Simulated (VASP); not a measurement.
All values below come from PBE GGA, VASP's PBE PAW potentials (set 64) (plane waves; VASP).

Input for VASP

### INCAR
```
# general
SYSTEM   =  Sn
PREC     =  Accurate
ENCUT    =  180   # plane-wave cut-off (eV)
LREAL    =  .FALSE.
LASPH    =  .TRUE.   # aspherical one-centre terms

# electronic loop
EDIFF    =  1E-6   # SCF stop (eV)
NELM     =  100   # most electronic steps
ALGO     =  Normal
LMAXMIX  =  4   # l cut-off of mixed one-centre charges

# smearing
ISMEAR   =  1   # Methfessel-Paxton
SIGMA    =  0.05   # width (eV)

# functional
GGA      =  PE   # PBE

# ions
ISIF     =  2

# output
LWAVE    =  .FALSE.
LCHARG   =  .FALSE.
```

File POSCAR:
```
Sn
1
   -3.0283440000     3.0283440000     1.6472790000
    3.0283440000    -3.0283440000     1.6472790000
    3.0283440000     3.0283440000    -1.6472790000
Sn
2
Direct
  0.7500000000   0.2500000000   0.5000000000
  0.0000000000   0.0000000000   0.0000000000
```

KPOINTS:
```
kpoints
0
Gamma
12 12 12
```

POTCAR, in this order: Sn_d (PBE.64 set). Program: vasp_std.

What will the output report for the number of irreducible k-points (NKPTS), largest plane-wave count, number of space-group operations, FFT grid (NGX, NGY, NGZ)?

```
Property                                       Value
--------------------------------------  ------------
number of irreducible k-points (NKPTS)           163
largest plane-wave count                         352
number of space-group operations                  16
FFT grid (NGX, NGY, NGZ)                20 × 20 × 20
```

The structure comes from a computed database's Sn entry; how it stands against other phases isn't given here. The cell was not relaxed at this level, and its volume differs by +9.3 % from the start's. The run is one of a series of settings (ENCUT = 180 against the base run), some of them coarse on purpose.
